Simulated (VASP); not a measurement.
OSZICAR of a VASP run on Ir (fcc):

File OSZICAR:
```
       N       E                     dE             d eps       ncg     rms          rms(c)
DAV:   1     0.415616411145E+02    0.41562E+02   -0.45004E+03  1976   0.102E+03
DAV:   2    -0.879242348779E+01   -0.50354E+02   -0.48459E+02  1928   0.203E+02
DAV:   3    -0.939792605348E+01   -0.60550E+00   -0.60276E+00  2904   0.303E+01
DAV:   4    -0.940098715468E+01   -0.30611E-02   -0.30602E-02  2400   0.145E+00
DAV:   5    -0.940101356521E+01   -0.26411E-04   -0.26411E-04  2896   0.845E-02    0.152E+01
DAV:   6    -0.894024354050E+01    0.46077E+00   -0.94976E-01  2200   0.137E+01    0.630E+00
DAV:   7    -0.885117144069E+01    0.89072E-01   -0.31858E-01  2536   0.741E+00    0.152E+00
DAV:   8    -0.884618788366E+01    0.49836E-02   -0.17839E-03  2088   0.659E-01    0.680E-01
DAV:   9    -0.884474558711E+01    0.14423E-02   -0.11659E-03  2496   0.570E-01    0.119E-02
DAV:  10    -0.884475169092E+01   -0.61038E-05   -0.45541E-06  2616   0.221E-02    0.677E-03
DAV:  11    -0.884475221612E+01   -0.52520E-06   -0.26296E-07  1568   0.535E-03
   1 F= -.95793876E+01 E0= -.95792683E+01  d E =-.957939E+01
       N       E                     dE             d eps       ncg     rms          rms(c)
DAV:   1    -0.885314381361E+01   -0.83921E-02   -0.11780E-01  2064   0.569E+00    0.507E-01
DAV:   2    -0.885043178327E+01    0.27120E-02   -0.69568E-03  2144   0.115E+00    0.186E-01
DAV:   3    -0.885011779585E+01    0.31399E-03   -0.14096E-03  2360   0.475E-01    0.616E-02
DAV:   4    -0.885011587082E+01    0.19250E-05   -0.29206E-05  2480   0.587E-02    0.405E-03
DAV:   5    -0.885011615339E+01   -0.28257E-06   -0.59682E-07  1600   0.634E-03
   2 F= -.95787756E+01 E0= -.95786567E+01  d E =0.612047E-03
       N       E                     dE             d eps       ncg     rms          rms(c)
DAV:   1    -0.884790900976E+01    0.22069E-02   -0.75482E-02  2056   0.455E+00    0.421E-01
DAV:   2    -0.884618319042E+01    0.17258E-02   -0.43850E-03  2136   0.921E-01    0.144E-01
DAV:   3    -0.884598765101E+01    0.19554E-03   -0.90746E-04  2336   0.383E-01    0.456E-02
DAV:   4    -0.884599154195E+01   -0.38909E-05   -0.20730E-05  2512   0.479E-02    0.248E-03
DAV:   5    -0.884599156787E+01   -0.25913E-07   -0.23105E-07  1288   0.568E-03
   3 F= -.95794292E+01 E0= -.95793100E+01  d E =-.416065E-04
```

**Question.** Which electronic solver shows in the log?

**Answer.** It is blocked Davidson (ALGO = Normal, or the opening steps of other solvers). The INCAR had ALGO = Normal.

**Question.** Can the final energy be trusted as converged?

**Answer.** Self-consistency was reached. It stopped with EDIFF = 1E-6, NELM = 100, NSW = 60 and EDIFFG = -0.01 after 3 ionic steps (PBE GGA with D3 dispersion (Becke-Johnson damping), plane waves, VASP's PBE PAW potentials (set 64)).

The compound is Ir in the fcc structure. This run relaxes it. Symmetry was kept, so distortions that lower it aren't found.
